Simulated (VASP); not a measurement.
Runs of VASP 6.6.1 on Si. Symmetry: Fd-3m, No. 227, cubic system. Conventional cell: a = 5.402 Å, b = 5.402 Å, c = 5.402 Å, α = 90.00°, β = 90.00°, γ = 90.00°. Si (site symmetry -43m) has 4 Si at 2.34 Å as nearest neighbours. 

```tsv
task	level	potentials or basis	cell	k mesh	cutoff (eV)	gap on the mesh (eV)	pressure (GPa)
single point	LDA	VASP PAW LDA potentials, release 64 (Si)	as given	10 × 10 × 10	520	(a)	0.0
single point	r2SCAN	VASP PAW PBE potentials, release 64 (Si)	as given	10 × 10 × 10	520	0.75	2.1
relaxation of cell and atoms	LDA	VASP PAW LDA potentials, release 64 (Si)	relaxed	12 × 12 × 12	600	0.44	0.0
single point	LDA	VASP PAW LDA potentials, release 64 (Si)	as given	12 × 12 × 12	520	0.44	0.0
```

Alike in all rows: no spin polarisation; smearing gaussian 0.02 eV.

**Question.** Estimate the missing entries.

**Answer.** (a) 0.45.

Caveats: the PAW data sets were made with another functional, which shifts forces and pressure a little (some runs).

A k mesh can miss the band edges.

Not every run made on this cell is shown here.
